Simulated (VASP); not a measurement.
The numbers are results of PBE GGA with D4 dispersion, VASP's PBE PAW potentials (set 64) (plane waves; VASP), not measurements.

A VASP calculation is set up with these files.

File KPOINTS:
```
Automatic mesh
0
Gamma
12 12 7
0 0 0
```

File POSCAR:
```
Tl
1
    1.7446665150    -3.0218511518     0.0000000000
    1.7446665150     3.0218511518     0.0000000000
    0.0000000000     0.0000000000     5.5901140701
Tl
2
Direct
  0.3333330000   0.6666670000   0.2500000000
  0.6666670000   0.3333330000   0.7500000000
```

INCAR:
```
# general
SYSTEM   =  Tl
PREC     =  Accurate
ENCUT    =  520   # plane-wave cut-off (eV)
LREAL    =  .FALSE.
LASPH    =  .TRUE.   # aspherical one-centre terms

# electronic loop
EDIFF    =  1E-7   # SCF stop (eV)
NELM     =  100   # most electronic steps
ALGO     =  Normal   # blocked Davidson
LMAXMIX  =  4   # l cut-off of mixed one-centre charges

# smearing
ISMEAR   =  1   # Methfessel-Paxton
SIGMA    =  0.1   # width (eV)

# functional
GGA      =  PE
IVDW     =  13   # D4

# ions
IBRION   =  2   # conjugate gradients
NSW      =  30   # most ionic steps
ISIF     =  4   # ions and shape, fixed volume
EDIFFG   =  -0.01   # ionic stop

# output
LWAVE    =  .FALSE.
LCHARG   =  .FALSE.
```

POTCAR, in this order: Tl_d (PBE.64 set). Program: vasp_std.

The run wrote:

File OSZICAR:
```
       N       E                     dE             d eps       ncg     rms          rms(c)
DAV:   1     0.127289891269E+03    0.12729E+03   -0.14403E+04  2584   0.143E+03
DAV:   2    -0.236185072236E+01   -0.12965E+03   -0.12832E+03  2769   0.297E+02
DAV:   3    -0.445862590491E+01   -0.20968E+01   -0.20873E+01  2963   0.336E+01
DAV:   4    -0.447243993860E+01   -0.13814E-01   -0.13811E-01  2979   0.269E+00
DAV:   5    -0.447257340261E+01   -0.13346E-03   -0.13346E-03  2944   0.280E-01    0.284E+00
DAV:   6    -0.443050687839E+01    0.42067E-01   -0.82495E-02  2779   0.243E+00    0.200E+00
DAV:   7    -0.442336502839E+01    0.71418E-02   -0.36863E-02  2687   0.162E+00    0.688E-01
DAV:   8    -0.442282228499E+01    0.54274E-03   -0.28598E-03  2697   0.440E-01    0.359E-02
DAV:   9    -0.442282836550E+01   -0.60805E-05   -0.16836E-05  3104   0.388E-02    0.115E-02
DAV:  10    -0.442283440749E+01   -0.60420E-05   -0.62201E-06  2701   0.229E-02    0.180E-03
DAV:  11    -0.442283463958E+01   -0.23209E-06   -0.40074E-07  2723   0.501E-03    0.784E-04
DAV:  12    -0.442283464974E+01   -0.10157E-07   -0.35992E-08  1420   0.171E-03
   1 F= -.51432913E+01 E0= -.51434615E+01  d E =-.514329E+01
       N       E                     dE             d eps       ncg     rms          rms(c)
DAV:   1    -0.444323300599E+01   -0.20398E-01   -0.76365E-01  2649   0.680E+00    0.572E-01
DAV:   2    -0.443209641848E+01    0.11137E-01   -0.70788E-03  2665   0.913E-01    0.347E-01
DAV:   3    -0.442637343664E+01    0.57230E-02   -0.10831E-02  2679   0.106E+00    0.413E-02
DAV:   4    -0.442639700308E+01   -0.23566E-04   -0.61118E-04  2671   0.235E-01    0.199E-02
DAV:   5    -0.442639757562E+01   -0.57254E-06   -0.96545E-06  3262   0.350E-02    0.504E-03
DAV:   6    -0.442639638291E+01    0.11927E-05   -0.21187E-06  2720   0.167E-02    0.498E-04
DAV:   7    -0.442639640107E+01   -0.18159E-07   -0.11176E-07  1678   0.260E-03
   2 F= -.51468711E+01 E0= -.51470568E+01  d E =-.357985E-02
       N       E                     dE             d eps       ncg     rms          rms(c)
DAV:   1    -0.458085682077E+01   -0.15446E+00   -0.69164E+00  2656   0.205E+01    0.173E+00
DAV:   2    -0.448265409781E+01    0.98203E-01   -0.61413E-02  2662   0.253E+00    0.105E+00
DAV:   3    -0.443109395723E+01    0.51560E-01   -0.93829E-02  2689   0.305E+00    0.119E-01
DAV:   4    -0.443134758075E+01   -0.25362E-03   -0.49584E-03  2659   0.655E-01    0.612E-02
DAV:   5    -0.443135624089E+01   -0.86601E-05   -0.47046E-05  3367   0.641E-02    0.149E-02
DAV:   6    -0.443135545094E+01    0.78995E-06   -0.44271E-06  2695   0.194E-02    0.105E-03
DAV:   7    -0.443135550819E+01   -0.57247E-07   -0.12191E-07  1608   0.309E-03
   3 F= -.51519592E+01 E0= -.51520268E+01  d E =-.866793E-02
```

OUTCAR:
```
------------------------ aborting loop because EDIFF is reached ----------------------------------------
  Edisp (eV):   -0.72060
  FORCE on cell =-STRESS in cart. coord.  units (eV):
  Direction    XX          YY          ZZ          XY          YZ          ZX
  --------------------------------------------------------------------------------------
  Total       0.04356     0.04356     0.07258     0.00000    -0.00000     0.00000
  in kB       1.18413     1.18413     1.97278     0.00000    -0.00000     0.00000
  external pressure =        1.45 kB  Pullay stress =        0.00 kB
  volume of cell :       58.94
      direct lattice vectors                 reciprocal lattice vectors
     1.771953442 -3.069113501 -0.000000000     0.282174457 -0.162913493 -0.000000000
     1.771953442  3.069113501  0.000000000     0.282174457  0.162913493 -0.000000000
     0.000000000  0.000000000  5.419271483     0.000000000 -0.000000000  0.184526648
 POSITION                                       TOTAL-FORCE (eV/Angst)
 -----------------------------------------------------------------------------------
      1.77195      1.02304      1.35482        -0.000000     -0.000000     -0.000000
      1.77195     -1.02304      4.06445         0.000000      0.000000      0.000000
 -----------------------------------------------------------------------------------
    total drift:                               -0.000000      0.000463      0.000009
  FREE ENERGIE OF THE ION-ELECTRON SYSTEM (eV)
  ---------------------------------------------------
  free  energy   TOTEN  =        -5.1519592209 eV

  energy  without entropy=       -5.1521620378  energy(sigma->0) =       -5.15202683

 reached required accuracy - stopping structural energy minimisation
```
(Selected blocks of OUTCAR.)

### CONTCAR
```
Tl
   1.00000000000000
     1.7719534422248684   -3.0691135008002943   -0.0000000000000000
     1.7719534422248688    3.0691135008002943    0.0000000000000000
     0.0000000000000000    0.0000000000000000    5.4192714830561428
  Tl
     2
Direct
     0.3333330000000032    0.6666669999999968    0.2500000000000000
     0.6666669999999968    0.3333330000000032    0.7500000000000000
```

The compound is Tl in the hcp structure. This run relaxes it. Symmetry was kept, so distortions that lower it aren't found.
